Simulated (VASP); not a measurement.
# CdSi4O (F-43m) in VASP: notebook

Aim: see how the results for CdSi4O move with the level of theory and the settings. Levels: BLYP, BLYP+D3, BLYP+D3(BJ). Tasks: relaxation of cell and atoms.

All numbers are computed with VASP 6.6.1; they aren't measurements. Logs are shortened: lines on timing, memory, paths and dates and some standing lists are left out, and cuts for length are marked.

## 1. Starting point

It takes space group F-43m (No. 216, cubic). Conventional cell: a = 7.204 Å, b = 7.204 Å, c = 7.204 Å, α = 90.00°, β = 90.00°, γ = 90.00°. Around Cd (site symmetry -43m) lie 12 Si at 2.99 Å and 4 O at 3.12 Å. Around Si (site symmetry 3m) lie 6 Si at 2.51 to 2.58 Å. O (site symmetry -43m) is surrounded by 12 Si at 2.98 Å and 4 Cd at 3.12 Å.

The cell was built by a generator and needn't be a form met in nature.

## 2. Relaxation of cell and atoms, BLYP

Input file INCAR:

```
AGGAC = 1.0
AGGAX = 1.0
ALDAC = 0.0
ALDAX = 1.0
ALGO = Normal
EDIFF = 1E-6
EDIFFG = -0.01
ENCUT = 600
GGA = B5
IBRION = 2
ISIF = 3
ISMEAR = -1
LASPH = True
LCHARG = False
LREAL = False
LWAVE = False
NELM = 80
NSW = 40
PREC = Accurate
SIGMA = 0.05
```

Input file KPOINTS:

```
k-points
0
Gamma
  5 5 5
```

Input file POSCAR:

```
CdSi4O
1.0
    0.0000000000      3.6017500000      3.6017500000
    3.6017500000      0.0000000000      3.6017500000
    3.6017500000      3.6017500000      0.0000000000
Cd Si O
1 4 1
Direct
    0.5000000000      0.5000000000      0.5000000000
    0.8767200000      0.8767200000      0.3698400000
    0.8767200000      0.3698400000      0.8767200000
    0.8767200000      0.8767200000      0.8767200000
    0.3698400000      0.8767200000      0.8767200000
    0.2500000000      0.2500000000      0.2500000000
```

Potentials or basis: VASP PAW PBE potentials, release 64 (Cd, Si, O).

Run with:

```bash
cat potpaw_PBE.64/Cd/POTCAR potpaw_PBE.64/Si/POTCAR potpaw_PBE.64/O/POTCAR > POTCAR
mpirun -np 1 vasp_std > vasp.out
```

OUTCAR:

```text
EDIFF = 1E-6
   EDIFFG = -0.01
   ENCUT = 600
   GGA = B5
   IBRION = 2
   ISIF = 3
   ISMEAR = -1
   LASPH = True
   LREAL = False
   NELM = 80
   NSW = 40
   PREC = Accurate

 ion  position               nearest neighbor table
   1  0.500  0.500  0.500-   3 2.99   4 2.99   5 2.99   4 2.99   4 2.99   5 2.99   2 2.99   2 2.99
                             5 2.99   2 2.99   3 2.99   3 2.99
   2  0.877  0.877  0.370-   3 2.51   4 2.51   5 2.51   4 2.58   3 2.58   5 2.58   1 2.99   1 2.99
                             1 2.99
   3  0.877  0.370  0.877-   2 2.51   4 2.51   5 2.51   2 2.58   4 2.58   5 2.58   1 2.99   1 2.99
                             1 2.99
   4  0.877  0.877  0.877-   2 2.51   3 2.51   5 2.51   2 2.58   3 2.58   5 2.58   1 2.99   1 2.99
                             1 2.99
   5  0.370  0.877  0.877-   2 2.51   3 2.51   4 2.51   4 2.58   2 2.58   3 2.58   1 2.99   1 2.99
                             1 2.99
   6  0.250  0.250  0.250-

  LATTYP: Found a face centered cubic cell.
 ALAT       =     7.2035000000

  Lattice vectors:

 A1 = (   0.0000000000,   3.6017500000,   3.6017500000)
 A2 = (   3.6017500000,   0.0000000000,   3.6017500000)
 A3 = (   3.6017500000,   3.6017500000,   0.0000000000)

Analysis of symmetry for initial positions (statically):
=====================================================================
 Subroutine PRICEL returns:
 Original cell was already a primitive cell.

 Routine SETGRP: Setting up the symmetry group for a
 face centered cubic supercell.

 Subroutine GETGRP returns: Found 24 space group operations
 (whereof 24 operations were pure point group operations)
 out of a pool of 48 trial point group operations.

The static configuration has the point symmetry T_d .

Analysis of symmetry for dynamics (positions and initial velocities):
=====================================================================
 Subroutine PRICEL returns:
 Original cell was already a primitive cell.

 Routine SETGRP: Setting up the symmetry group for a
 face centered cubic supercell.

 Subroutine GETGRP returns: Found 24 space group operations
 (whereof 24 operations were pure point group operations)
 out of a pool of 48 trial point group operations.

The dynamic configuration has the point symmetry T_d .

 Subroutine INISYM returns: Found 24 space group operations
 (whereof 24 operations are pure point group operations),
 and found     1 'primitive' translations

----------------------------------------------------------------------------------------

                                     Primitive cell

  volume of cell :      93.4481

  direct lattice vectors                    reciprocal lattice vectors
     0.000000000  3.601750000  3.601750000    -0.138821406  0.138821406  0.138821406
     3.601750000  0.000000000  3.601750000     0.138821406 -0.138821406  0.138821406
     3.601750000  3.601750000  0.000000000     0.138821406  0.138821406 -0.138821406

  length of vectors
[... 69 lines left out ...]
   ISPIN  =      1    spin polarized calculation?
   LNONCOLLINEAR =      F non collinear calculations
   LSORBIT =      F    spin-orbit coupling
   LASPH  =      T    aspherical Exc in radial PAW
   ENCUT  =  600.0 eV  44.10 Ry    6.64 a.u.  10.17 10.17 10.17*2*pi/ulx,y,z
   NELM   =     80;   NELMIN=  2; NELMDL= -5     # of ELM steps
   EDIFF  = 0.1E-05   stopping-criterion for ELM
   LREAL  =      F    real-space projection
   EDIFFG = -.1E-01   stopping-criterion for IOM
   NSW    =     40    number of steps for IOM
   IBRION =      2    ionic relax: 0-MD 1-quasi-New 2-CG
   NFREE  =      1    steps in history (QN), initial steepest desc. (CG)
   ISIF   =      3    stress and relaxation
   ISYM   =      2    0-nonsym 1-usesym 2-fastsym
   POTIM  = 0.5000    time-step for ionic-motion
   TEBEG  =    0.0;   TEEND  =   0.0 temperature during run
   PSTRESS=    0.0 pullay stress
   NELECT =      34.0000    total number of electrons
   NUPDOWN=      -1.0000    fix difference up-down
   EMIN   =  10.00;   EMAX   =-10.00  energy-range for DOS
   EFERMI =   0.00;   METHOD = LEGACY
   ISMEAR =    -1;   SIGMA  =   0.05  broadening in eV -4-tet -1-fermi 0-gaus
   EFERMI_NEDOS =   21; number of points for ismear=-14 and -15
   IALGO  =     38    algorithm
   IMIX   =      4    mixing-type and parameters
     AMIX     =   0.40;   BMIX     =  1.00
     AMIX_MAG =   1.60;   BMIX_MAG =  1.00
  volume/ion in A,a.u.               =      15.57       105.10
  Fermi-wavevector in a.u.,A,eV,Ry     =   1.168721  2.208563 18.584322  1.365909
  Thomas-Fermi vector in A             =   2.305204
   LORBIT       =      0    0 simple, 1 ext, 2 COOP (PROOUT), +10 PAW based schemes
   GGA     = B5    functional components
   LHFCALC =     F    Hartree Fock is set to
   AEXX    =    0.0000 exact exchange contribution
   IVDW    =     0    specifies the selected vdW correction
   LEPSILON=     F    determine dielectric tensor
   LRPA    =     F    only Hartree local field effects (RPA)
 conjugate gradient relaxation of ions
 non-spin polarized calculation
  energy-cutoff  :      600.00
  volume of cell :       93.45
 maximum number of plane-waves:      3130
 NGX is ok and might be reduce to    42
   NGX = 21   NGY = 21   NGZ = 21

--------------------------------------- Ionic step        1  -------------------------------------------

 number of electron      33.9999995 magnetization

 Free energy of the ion-electron system (eV)
  ---------------------------------------------------
  ext. energy  EPLUGINS =         0.00000000
  ---------------------------------------------------
  free energy    TOTEN  =       -19.14166105 eV

  energy without entropy =      -19.12641082  energy(sigma->0) =      -19.13403594

 E-fermi :   7.0243     XC(G=0): -10.2170

 val. band max:        6.9496020465   @ k =   0.4000   0.0000   0.0000
 cond. band min:       7.1233699856   @ k =   0.4000   0.4000   0.0000
 fundamental gap:      0.1737679391
 Fermi energy:         7.0242781181

 k-point     1 :       0.0000    0.0000    0.0000
  band No.  band energies     occupation
      1      -9.1569      2.00000
      2      -5.4270      2.00000
      3      -2.0406      2.00000
      4      -2.0406      2.00000
      5      -2.0406      2.00000
      6      -2.0098      2.00000
[... 308 lines left out ...]
--------------------------------------- Ionic step        3  -------------------------------------------

 number of electron      34.0000007 magnetization

 Free energy of the ion-electron system (eV)
  ---------------------------------------------------
  ext. energy  EPLUGINS =         0.00000000
  ---------------------------------------------------
  free energy    TOTEN  =       -19.30218019 eV

  energy without entropy =      -19.28507614  energy(sigma->0) =      -19.29362817

 E-fermi :   6.0786     XC(G=0):  -9.8407

 val. band max:        6.0062992647   @ k =  -0.4000   0.4000   0.2000
 cond. band min:       6.1321265860   @ k =   0.4000   0.4000   0.0000
 fundamental gap:      0.1258273214
 Fermi energy:         6.0785552553

 k-point     1 :       0.0000    0.0000    0.0000
  band No.  band energies     occupation
      1      -9.7953      2.00000
      2      -5.8272      2.00000
      3      -2.7310      2.00000
      4      -2.7310      2.00000
      5      -2.7310      2.00000
      6      -2.7169      2.00000
[... 262 lines left out ...]
  FREE ENERGIE OF THE ION-ELECTRON SYSTEM (eV)
  ---------------------------------------------------
  free  energy   TOTEN  =       -19.3021801935 eV

  energy  without entropy=      -19.2850761427  energy(sigma->0) =      -19.29362817

 reached required accuracy - stopping structural energy minimisation
```

CONTCAR:

```text
CdSi4O
   1.00000000000000
    -0.0000000000000000    3.7075550151982046    3.7075550151982046
     3.7075550151982046    0.0000000000000000    3.7075550151982046
     3.7075550151982046    3.7075550151982046   -0.0000000000000000
  Cd              Si              O
     1     4     1
Direct
     0.5000000000000000    0.5000000000000000    0.5000000000000000
     0.8770290953988568    0.8770290953988568    0.3689127138034298
     0.8770290953988568    0.3689127138034298    0.8770290953988568
     0.8770290953988568    0.8770290953988568    0.8770290953988568
     0.3689127138034298    0.8770290953988568    0.8770290953988568
     0.2500000000000000    0.2500000000000000    0.2500000000000000

  0.00000000E+00  0.00000000E+00  0.00000000E+00
  0.00000000E+00  0.00000000E+00  0.00000000E+00
  0.00000000E+00  0.00000000E+00  0.00000000E+00
  0.00000000E+00  0.00000000E+00  0.00000000E+00
  0.00000000E+00  0.00000000E+00  0.00000000E+00
  0.00000000E+00  0.00000000E+00  0.00000000E+00
```

Run time: 3.7 min. Hardware: 1 thread of AMD EPYC 7R43 (Zen 3), shared host; peak memory 0.24 GiB.

Results:

```yaml
Free_energy: -19.3022 eV
Relaxed_volume: 16.99 Å³/atom
Relaxed_cell: a = 5.243 Å, b = 5.243 Å, c = 5.243 Å, α = 60.00°, β = 60.00°, γ = 60.00°
Space_group_after_relaxing_to_0.05_Å: F-43m (No. 216)
Energy_gained_by_relaxing: 26.8 meV/atom
Ionic_steps: 3
Pressure_after_relaxing: 0.0 GPa
Largest_force_after_relaxing: 0.010 eV/Å
Band_gap_on_the_k_mesh: none (metal or under the smearing width)
```

Forces in eV/Å, atoms in the order of the input:
```
Cd   0.000  0.000  0.000
Si  -0.006 -0.006  0.006
Si  -0.006  0.006 -0.006
Si   0.006  0.006  0.006
Si   0.006 -0.006 -0.006
O    0.000  0.000  0.000
```

Step by step:
```csv
step,energy change (eV),largest force (eV/Å),pressure (GPa),volume (Å³)
1,0.0000,0.0835,6.55,93.45
2,-0.1603,0.0070,-0.23,102.33
3,-0.1605,0.0096,0.02,101.93
```

Final structure:
```
Cd Si O
1.0
     0.00000    3.70756    3.70756
     3.70756    0.00000    3.70756
     3.70756    3.70756    0.00000
Cd Si O
1 4 1
Cartesian
  3.7076 3.7076 3.7076
  4.6194 4.6194 6.5033
  4.6194 6.5033 4.6194
  6.5033 6.5033 6.5033
  6.5033 4.6194 4.6194
  1.8538 1.8538 1.8538
```

Caveat: the PAW data sets were made with another functional, which shifts forces and pressure a little.

## 3. Relaxation of cell and atoms, BLYP+D3

INCAR, as its differences from that of step 2:

```diff
@@ -12,2 +12,3 @@
 ISMEAR = -1
+IVDW = 11
 LASPH = True
@@ -20 +21,5 @@
 SIGMA = 0.05
+VDW_S6 = 1.0
+VDW_S8 = 1.682
+VDW_SR = 1.094
+VDW_SR8 = 1.0
```

KPOINTS is that of step 2.

POSCAR is that of step 2.

Potentials or basis: VASP PAW PBE potentials, release 64 (Cd, Si, O).

Run with:

```bash
cat potpaw_PBE.64/Cd/POTCAR potpaw_PBE.64/Si/POTCAR potpaw_PBE.64/O/POTCAR > POTCAR
mpirun -np 1 vasp_std > vasp.out
```

OUTCAR:

```text
EDIFF = 1E-6
   EDIFFG = -0.01
   ENCUT = 600
   GGA = B5
   IBRION = 2
   ISIF = 3
   ISMEAR = -1
   IVDW = 11
   LASPH = True
   LREAL = False
   NELM = 80
   NSW = 40
   PREC = Accurate
 IVDW          = 11

 ion  position               nearest neighbor table
   1  0.500  0.500  0.500-   3 2.99   4 2.99   5 2.99   4 2.99   4 2.99   5 2.99   2 2.99   2 2.99
                             5 2.99   2 2.99   3 2.99   3 2.99
   2  0.877  0.877  0.370-   3 2.51   4 2.51   5 2.51   4 2.58   3 2.58   5 2.58   1 2.99   1 2.99
                             1 2.99
   3  0.877  0.370  0.877-   2 2.51   4 2.51   5 2.51   2 2.58   4 2.58   5 2.58   1 2.99   1 2.99
                             1 2.99
   4  0.877  0.877  0.877-   2 2.51   3 2.51   5 2.51   2 2.58   3 2.58   5 2.58   1 2.99   1 2.99
                             1 2.99
   5  0.370  0.877  0.877-   2 2.51   3 2.51   4 2.51   4 2.58   2 2.58   3 2.58   1 2.99   1 2.99
                             1 2.99
   6  0.250  0.250  0.250-

  LATTYP: Found a face centered cubic cell.
 ALAT       =     7.2035000000
[... 175 lines left out ...]

  energy without entropy =      -19.12641082  energy(sigma->0) =      -19.13403594

------------------------ aborting loop because EDIFF is reached ----------------------------------------

 Edisp (eV)   -2.53099

 E8    (eV) :    -1.6826
[... 167 lines left out ...]
--------------------------------------- Ionic step        5  -------------------------------------------

 number of electron      34.0000002 magnetization

 Free energy of the ion-electron system (eV)
  ---------------------------------------------------
  ext. energy  EPLUGINS =         0.00000000
  ---------------------------------------------------
  free energy    TOTEN  =       -19.24796108 eV

  energy without entropy =      -19.23188512  energy(sigma->0) =      -19.23992310

 E-fermi :   6.6216     XC(G=0): -10.0613

 val. band max:        6.5353249974   @ k =  -0.4000   0.4000   0.2000
 cond. band min:       6.6957028235   @ k =   0.4000   0.4000   0.0000
 fundamental gap:      0.1603778261
 Fermi energy:         6.6215967521

 k-point     1 :       0.0000    0.0000    0.0000
  band No.  band energies     occupation
      1      -9.4178      2.00000
      2      -5.5994      2.00000
      3      -2.3224      2.00000
      4      -2.3224      2.00000
      5      -2.3224      2.00000
      6      -2.3018      2.00000
[... 266 lines left out ...]
  FREE ENERGIE OF THE ION-ELECTRON SYSTEM (eV)
  ---------------------------------------------------
  free  energy   TOTEN  =       -21.7028565624 eV

  energy  without entropy=      -21.6867806009  energy(sigma->0) =      -21.69481858

 reached required accuracy - stopping structural energy minimisation
```

OSZICAR:

```text
N       E                     dE             d eps       ncg     rms          rms(c)
DAV:   1     0.184593049577E+03    0.18459E+03   -0.17471E+04   420   0.164E+03
DAV:   2    -0.799104798056E+01   -0.19258E+03   -0.18473E+03   470   0.313E+02
DAV:   3    -0.224132800240E+02   -0.14422E+02   -0.13805E+02   509   0.753E+01
[... 42 lines left out ...]
DAV:   1    -0.192479706653E+02    0.66961E-03   -0.17695E-03   448   0.283E-01    0.337E-02
DAV:   2    -0.192479762886E+02   -0.56233E-05   -0.20101E-04   517   0.117E-01    0.312E-02
DAV:   3    -0.192479623462E+02    0.13942E-04   -0.62256E-05   520   0.426E-02    0.112E-02
DAV:   4    -0.192479608904E+02    0.14557E-05   -0.75411E-06   430   0.197E-02    0.536E-03
DAV:   5    -0.192479610846E+02   -0.19422E-06   -0.10235E-06   210   0.656E-03
   5 F= -.21702857E+02 E0= -.21694819E+02  d E =-.403556E-04
```

Wall time 5.1 min (1 thread of AMD EPYC 7R43 (Zen 3), shared host); peak memory 0.25 GiB.

What came out:

- Free energy: -21.7029 eV
- Relaxed volume: 16.14 Å³/atom
- Relaxed cell: a = 5.155 Å, b = 5.155 Å, c = 5.155 Å, α = 60.00°, β = 60.00°, γ = 60.00°
- Space group after relaxing (to 0.05 Å): F-43m (No. 216)
- Energy gained by relaxing: 5.0 meV/atom
- Ionic steps: 5
- Pressure after relaxing: 0.0 GPa
- Largest force after relaxing: 0.005 eV/Å
- Band gap on the k mesh: none (metal or under the smearing width)
- Dispersion energy per atom: -0.409 eV

Forces in eV/Å, atoms in the order of the input:
```
Cd   0.000  0.000  0.000
Si  -0.003 -0.003  0.003
Si  -0.003  0.003 -0.003
Si   0.003  0.003  0.003
Si   0.003 -0.003 -0.003
O    0.000  0.000  0.000
```

Step by step:
```csv
step,energy change (eV),largest force (eV/Å),pressure (GPa),volume (Å³)
1,0.0000,0.1360,2.72,93.45
2,-0.0301,0.0149,-0.12,97.07
3,-0.0302,0.0189,-0.02,96.93
4,-0.0302,0.0209,0.03,96.86
5,-0.0302,0.0052,0.04,96.84
```

Final structure:
```xyz
6
Lattice="0.0000 3.6448 3.6448 3.6448 0.0000 3.6448 3.6448 3.6448 0.0000" Properties=species:S:1:pos:R:3 pbc="T T T"
Cd    3.6448    3.6448    3.6448
Si    4.5393    4.5393    6.3951
Si    4.5393    6.3951    4.5393
Si    6.3951    6.3951    6.3951
Si    6.3951    4.5393    4.5393
O     1.8224    1.8224    1.8224
```

Caveat: the PAW data sets were made with another functional, which shifts forces and pressure a little; pairwise dispersion overbinds metals, which lowers pressure and volume.

## 4. Relaxation of cell and atoms, BLYP+D3(BJ)

INCAR, as its differences from that of step 3:

```diff
@@ -12,3 +12,3 @@
 ISMEAR = -1
-IVDW = 11
+IVDW = 12
 LASPH = True
@@ -21,5 +21,5 @@
 SIGMA = 0.05
+VDW_A1 = 0.4298
+VDW_A2 = 4.2359
 VDW_S6 = 1.0
-VDW_S8 = 1.682
-VDW_SR = 1.094
-VDW_SR8 = 1.0
+VDW_S8 = 2.6996
```

KPOINTS is that of step 3.

POSCAR is that of step 3.

Run with:

```bash
cat potpaw_PBE.64/Cd/POTCAR potpaw_PBE.64/Si/POTCAR potpaw_PBE.64/O/POTCAR > POTCAR
mpirun -np 1 vasp_std > vasp.out
```

It took 3.3 min on 1 thread of AMD EPYC 7R43 (Zen 3), shared host; peak memory 0.25 GiB.

It converged, with:

- Free energy: -23.7630 eV
- Relaxed volume: 15.28 Å³/atom
- Relaxed cell: a = 5.061 Å, b = 5.061 Å, c = 5.061 Å, α = 60.00°, β = 60.00°, γ = 60.00°
- Space group after relaxing (to 0.05 Å): F-43m (No. 216)
- Energy gained by relaxing: 1.6 meV/atom
- Ionic steps: 3
- Pressure after relaxing: 0.0 GPa
- Largest force after relaxing: 0.007 eV/Å
- Band gap on the k mesh: none (metal or under the smearing width)
- Dispersion energy per atom: -0.784 eV

Forces on the atoms (eV/Å):
```
Cd   0.000  0.000  0.000
Si  -0.004 -0.004  0.004
Si  -0.004  0.004 -0.004
Si   0.004  0.004  0.004
Si   0.004 -0.004 -0.004
O    0.000  0.000  0.000
```

The path:
```csv
step,energy change (eV),largest force (eV/Å),pressure (GPa),volume (Å³)
1,0.0000,0.1046,-1.54,93.45
2,-0.0096,0.0069,0.22,91.44
3,-0.0097,0.0066,0.00,91.66
```

Final structure:
```cif
data_structure
_symmetry_space_group_name_H-M 'P 1'
_symmetry_Int_Tables_number 1
_cell_length_a 5.0609
_cell_length_b 5.0609
_cell_length_c 5.0609
_cell_angle_alpha 60.000
_cell_angle_beta 60.000
_cell_angle_gamma 60.000
_cell_volume 91.66
loop_
_atom_site_label
_atom_site_type_symbol
_atom_site_fract_x
_atom_site_fract_y
_atom_site_fract_z
_atom_site_occupancy
Cd1 Cd 0.50000 0.50000 0.50000 1
Si1 Si 0.87708 0.87708 0.36876 1
Si2 Si 0.87708 0.36876 0.87708 1
Si3 Si 0.87708 0.87708 0.87708 1
Si4 Si 0.36876 0.87708 0.87708 1
O1 O 0.25000 0.25000 0.25000 1
```

Levels at points of the mesh, in eV from the Fermi level:
```tsv
k point	band 14	band 15	band 16	band 17	band 18	band 19	band 20	band 21
(0.00, 0.00, 0.00)	-3.93	-1.62	-1.62	-1.62	-1.23	-0.76	-0.76	4.29
```

Caveat: the PAW data sets were made with another functional, which shifts forces and pressure a little; pairwise dispersion overbinds metals, which lowers pressure and volume.

## 5. The runs side by side

| level | gap on the mesh (eV) | pressure (GPa) | relaxed volume (Å³/atom) | largest force (eV/Å) |
| --- | --- | --- | --- | --- |
| BLYP | none | 0.0 | 16.99 | 0.01 |
| BLYP+D3 | none | 0.0 | 16.14 | 0.01 |
| BLYP+D3(BJ) | none | 0.0 | 15.28 | 0.01 |

Alike in all rows: task relaxation of cell and atoms; potentials or basis VASP PAW PBE potentials, release 64 (Cd, Si, O); no spin polarisation; cell relaxed; k mesh 5 × 5 × 5; cutoff (eV) 600; smearing fermi-dirac 0.05 eV.

Caveats: the PAW data sets were made with another functional, which shifts forces and pressure a little; pairwise dispersion overbinds metals, which lowers pressure and volume (some runs).

Absolute energies hang on the potentials; compare differences alone.
